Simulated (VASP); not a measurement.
Output of a VASP run:

### OUTCAR
```
 ion  position               nearest neighbor table
   1  0.000  0.000  0.000-
  LATTYP: Found a body centered cubic cell.
 ALAT       =     4.6731433694
 Subroutine PRICEL returns:
 Original cell was already a primitive cell.
 Subroutine GETGRP returns: Found 48 space group operations
The static configuration has the point symmetry O_h .
The dynamic configuration has the point symmetry O_h .
 Subroutine INISYM returns: Found 48 space group operations
 Subroutine IBZKPT returns following result:
 Found     56 irreducible k-points:

 Following reciprocal coordinates:
            Coordinates               Weight
  0.000000  0.000000  0.000000      1.000000
  0.090909  0.000000  0.000000     12.000000
  0.181818  0.000000  0.000000     12.000000
  0.272727  0.000000  0.000000     12.000000
  0.363636  0.000000  0.000000     12.000000
  0.454545  0.000000  0.000000     12.000000
  0.090909  0.090909  0.000000     24.000000
  0.181818  0.090909  0.000000     48.000000
  0.272727  0.090909 -0.000000     48.000000
  0.363636  0.090909  0.000000     48.000000
  0.454545  0.090909  0.000000     24.000000
  0.181818  0.181818  0.000000     24.000000
  0.272727  0.181818  0.000000     48.000000
  0.363636  0.181818  0.000000     48.000000
  0.272727  0.272727  0.000000     24.000000
  0.363636  0.272727  0.000000     24.000000
  0.090909  0.090909  0.090909      8.000000
  0.181818  0.090909  0.090909     24.000000
  0.272727  0.090909  0.090909     24.000000
  0.363636  0.090909  0.090909     24.000000
 -0.090909  0.090909  0.090909      6.000000
  0.181818  0.181818  0.090909     24.000000
  0.272727  0.181818  0.090909     48.000000
  0.363636  0.181818  0.090909     24.000000
 -0.181818  0.181818  0.090909     24.000000
  0.272727  0.272727  0.090909     24.000000
 -0.272727  0.272727  0.090909     24.000000
 -0.181818  0.272727  0.090909     24.000000
 -0.363636  0.363636  0.090909     24.000000
 -0.272727  0.363636  0.090909     48.000000
 -0.454545  0.454545  0.090909     24.000000
 -0.363636  0.454545  0.090909     48.000000
 -0.272727  0.454545  0.090909     24.000000
 -0.454545 -0.454545  0.090909     24.000000
 -0.363636 -0.454545  0.090909     48.000000
 -0.363636 -0.363636  0.090909      8.000000
  0.181818  0.181818  0.181818      8.000000
  0.272727  0.181818  0.181818     24.000000
 -0.181818  0.181818  0.181818      6.000000
  0.272727  0.272727  0.181818      8.000000
   k-points           NKPTS =     56   k-points in BZ     NKDIM =     56   number of bands    NBANDS=      8
   number of dos      NEDOS =    301   number of ions     NIONS =      1
   total plane-waves  NPLWV =  27000
   dimension x,y,z NGX =    30 NGY =   30 NGZ =   30
   dimension x,y,z NGXF=    60 NGYF=   60 NGZF=   60
   ions per type =               1
   PREC   = accura    normal or accurate (medium, high low for compatibility)
   ISTART =      0    job   : 0-new  1-cont  2-samecut
   ICHARG =      2    charge: 1-file 2-atom 10-const
   ISPIN  =      1    spin polarized calculation?
   LNONCOLLINEAR =      F non collinear calculations
   LSORBIT =      F    spin-orbit coupling
   INIWAV =      1    electr: 0-lowe 1-rand  2-diag
   ENCUT  =  520.0 eV  38.22 Ry    6.18 a.u.   7.52  7.52  7.52*2*pi/ulx,y,z
   NELM   =    100;   NELMIN=  2; NELMDL= -5     # of ELM steps
   EDIFF  = 0.1E-06   stopping-criterion for ELM
   LREAL  =      F    real-space projection
   NLSPLINE    = F    spline interpolate recip. space projectors
   LMAXMIX     =    6 max onsite mixed and CHGCAR
   VOSKOWN=      0    Vosko Wilk Nusair interpolation
   EDIFFG = 0.1E-05   stopping-criterion for IOM
   NSW    =      0    number of steps for IOM
   NBLOCK =      1;   KBLOCK =      1    inner block; outer block
   IBRION =     -1    ionic relax: 0-MD 1-quasi-New 2-CG
   NFREE  =      0    steps in history (QN), initial steepest desc. (CG)
...
```

**OSZICAR**
```
       N       E                     dE             d eps       ncg     rms          rms(c)
DAV:   1     0.104809633148E+02    0.10481E+02   -0.38084E+03   912   0.813E+02
DAV:   2    -0.132303676113E+01   -0.11804E+02   -0.11736E+02  1288   0.114E+02
DAV:   3    -0.156553296917E+01   -0.24250E+00   -0.22610E+00  1264   0.111E+01
DAV:   4    -0.156825197185E+01   -0.27190E-02   -0.27192E-02  1408   0.142E+00
DAV:   5    -0.156826327112E+01   -0.11299E-04   -0.11299E-04  1280   0.860E-02    0.616E+00
DAV:   6    -0.158156762432E+01   -0.13304E-01   -0.27257E-03  1504   0.480E-01    0.367E+00
DAV:   7    -0.158964627475E+01   -0.80787E-02   -0.67114E-03  1384   0.742E-01    0.678E-02
DAV:   8    -0.158980526245E+01   -0.15899E-03   -0.20344E-04  1528   0.118E-01    0.143E-02
DAV:   9    -0.158981940839E+01   -0.14146E-04   -0.12678E-05  1072   0.276E-02    0.570E-03
DAV:  10    -0.158981943653E+01   -0.28144E-07   -0.27695E-06  1608   0.140E-02    0.134E-03
DAV:  11    -0.158981960709E+01   -0.17056E-06   -0.54298E-08   912   0.216E-03    0.761E-04
DAV:  12    -0.158981971797E+01   -0.11088E-06   -0.63349E-09   696   0.768E-04    0.461E-05
DAV:  13    -0.158981970703E+01    0.10941E-07   -0.83254E-10   576   0.363E-04
   1 F= -.15898197E+01 E0= -.15893400E+01  d E =-.143920E-02
```

OUTCAR:
```
------------------------ aborting loop because EDIFF is reached ----------------------------------------
  FORCE on cell =-STRESS in cart. coord.  units (eV):
  Direction    XX          YY          ZZ          XY          YZ          ZX
  --------------------------------------------------------------------------------------
  Total       -0.2070997     -0.2070997     -0.2070997      0.0000000      0.0000000      0.0000000
  in kB       -6.5026863     -6.5026863     -6.5026863      0.0000000      0.0000000      0.0000000
  external PRESSURE =      -6.5026863 kB  Pullay stress =       0.0000000 kB
  volume of cell :       51.03
      direct lattice vectors                 reciprocal lattice vectors
    -2.336571685  2.336571685  2.336571685     0.000000000  0.213988727  0.213988727
     2.336571685 -2.336571685  2.336571685     0.213988727  0.000000000  0.213988727
     2.336571685  2.336571685 -2.336571685     0.213988727  0.213988727  0.000000000
 POSITION                                       TOTAL-FORCE (eV/Angst)
 -----------------------------------------------------------------------------------
      0.00000      0.00000      0.00000         0.000000      0.000000      0.000000
 -----------------------------------------------------------------------------------
    total drift:                               -0.000000     -0.000000      0.000000
  FREE ENERGIE OF THE ION-ELECTRON SYSTEM (eV)
  ---------------------------------------------------
  free  energy   TOTEN  =        -1.5898197070 eV

  energy  without entropy=       -1.5883805116  energy(sigma->0) =       -1.58933998
```
(Selected blocks of OUTCAR.)

POSCAR:
```
Eu
1
   -2.3365716847     2.3365716847     2.3365716847
    2.3365716847    -2.3365716847     2.3365716847
    2.3365716847     2.3365716847    -2.3365716847
Eu
1
Direct
  0.0000000000   0.0000000000   0.0000000000
```

Q: Reconstruct the remaining input files.

A: Several could match; the one computed here: the input of the run itself, RPBE GGA, plane waves, VASP's PBE PAW potentials (set 64).

INCAR:
```
SYSTEM = Eu
PREC = Accurate; ENCUT = 520; LREAL = .False.
LASPH = .True.
EDIFF = 1E-7; NELM = 100; ALGO = Normal
LMAXMIX = 6
ISMEAR = 1; SIGMA = 0.1
GGA = RP
ISIF = 2
LWAVE = .False.; LCHARG = .False.
```

KPOINTS:
```
K-points
0
G
 11 11 11
0 0 0
```

POTCAR, in this order: Eu_2 (PBE.64 set). Program: vasp_std.

The 4f electrons are frozen in the core of the lanthanide potential, so 4f levels, which can set the real gap, and their magnetism are missing.

The compound is Eu in the bcc structure. This cell is one point of a volume scan, at 1.06 of the reference volume.
